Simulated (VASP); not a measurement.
Consider the following.

```
KF
1.0
    0.00000     2.74686     2.74686
    2.74686     0.00000     2.74686
    2.74686     2.74686     0.00000
K F
1 1
Direct
  0.00000   0.00000   0.00000
  0.50000   0.50000   0.50000
```

Method: revPBE GGA, VASP's PBE PAW potentials (set 64) (plane waves; VASP 6.6.1). Settings: 520 eV cut-off, 8×8×8 Γ-centred mesh, Gaussian smearing of 0.050 eV, potentials K_sv F.

What does the run give for the energy per atom (σ→0), band gap (on the k-mesh) with the smallest direct gap where there is one?

| Item | Value |
|---|---|
| band gap (on the k-mesh) | 6.06 eV |
| smallest direct gap (on the k-mesh) | 6.06 eV |
| energy per atom (σ→0) | -3.958 eV/atom |

The compound is KF in the rock salt structure. This cell is one point of a volume scan, at 0.97 of the reference volume.
